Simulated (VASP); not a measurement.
Computed with PBE GGA, VASP's PBE PAW potentials (set 64) (plane waves; VASP).

Input for VASP

### POSCAR
```
Cd28S26
1
    0.0000000000     8.9029342209     8.9029342209
    8.9029342209     0.0000000000     8.9029342209
    8.9029342209     8.9029342209     0.0000000000
Cd S
28 26
Direct
  0.0000000000   0.0000000000   0.0000000000
  0.0000000000   0.0000000000   0.3333330000
  0.0000000000   0.0000000000   0.6666670000
  0.0000000000   0.3333330000   0.0000000000
  0.0000000000   0.3333330000   0.3333330000
  0.0000000000   0.3333330000   0.6666670000
  0.0000000000   0.6666670000   0.0000000000
  0.0000000000   0.6666670000   0.3333330000
  1.0000000000   0.6666670000   0.6666670000
  0.3333330000   0.0000000000   0.0000000000
  0.3333330000   0.0000000000   0.3333330000
  0.3333330000   0.0000000000   0.6666670000
  0.3333330000   0.3333330000   0.0000000000
  0.3300670000   0.3313600000   0.3390070000
  0.4157870000   0.4150700000   0.4172260000
  0.3313290000   0.3321620000   0.6644590000
  0.3333330000   0.6666670000   0.0000000000
  0.3323510000   0.6650990000   0.3318730000
  0.3333330000   0.6666670000   0.6666670000
  0.6666670000   0.0000000000   0.0000000000
  0.6666670000   0.0000000000   0.3333330000
  0.6666670000   1.0000000000   0.6666670000
  0.6666670000   0.3333330000   0.0000000000
  0.6686010000   0.3359260000   0.3357960000
  0.6666670000   0.3333330000   0.6666670000
  0.6666670000   0.6666670000   0.0000000000
  0.6666670000   0.6666670000   0.3333330000
  0.6666670000   0.6666670000   0.6666670000
  0.0833330000   0.0833330000   0.0833330000
  0.0833330000   0.0833330000   0.4166670000
  0.0833330000   0.0833330000   0.7500000000
  0.0833330000   0.4166670000   0.0833330000
  0.0833330000   0.4166670000   0.4166670000
  0.0833330000   0.4166670000   0.7500000000
  0.0833330000   0.7500000000   0.0833330000
  0.0833330000   0.7500000000   0.4166670000
  0.0833330000   0.7500000000   0.7500000000
  0.4166670000   0.0833330000   0.0833330000
  0.4166670000   0.0833330000   0.4166670000
  0.4166670000   0.0833330000   0.7500000000
  0.4166670000   0.4166670000   0.0833330000
  0.4166670000   0.4166670000   0.7500000000
  0.4166670000   0.7500000000   0.0833330000
  0.4166670000   0.7500000000   0.4166670000
  0.4166670000   0.7500000000   0.7500000000
  0.7500000000   0.0833330000   0.0833330000
  0.7500000000   0.0833330000   0.4166670000
  0.7500000000   0.0833330000   0.7500000000
  0.7500000000   0.4166670000   0.0833330000
  0.7500000000   0.4166670000   0.4166670000
  0.7500000000   0.4166670000   0.7500000000
  0.7500000000   0.7500000000   0.0833330000
  0.7500000000   0.7500000000   0.4166670000
  0.7500000000   0.7500000000   0.7500000000
```

### KPOINTS
```
kpoints
0
G
 1 1 1
```

**INCAR**
```
SYSTEM = Cd28S26
PREC = Normal
ENCUT = 400
EDIFF = 1E-5
NELM = 100
ALGO = Fast
LREAL = Auto
LASPH = .TRUE.
ISMEAR = 0
SIGMA = 0.05
GGA = PE
LMAXMIX = 4
LWAVE = .FALSE.
LCHARG = .FALSE.
NELMIN = 4
ISYM = 0
NELECT = 491.0
ISPIN = 2
NUPDOWN = 1
LORBIT = 10
IBRION = 2
ISIF = 2
NSW = 60
EDIFFG = -0.03
```

POTCAR, in this order: Cd S (PBE.64 set). Program: vasp_gam. The INCAR's line for the spin-polarised start is left out here.

Q: What will the output report for the number of irreducible k-points (NKPTS), largest plane-wave count, FFT grid (NGX, NGY, NGZ)?

A: 
- number of irreducible k-points (NKPTS) = 1
- largest plane-wave count = 12875
- FFT grid (NGX, NGY, NGZ) = 64 × 64 × 64

The cell is a supercell with a defect, built from a database entry that may be metastable or hypothetical: Cd_S, charge +1.
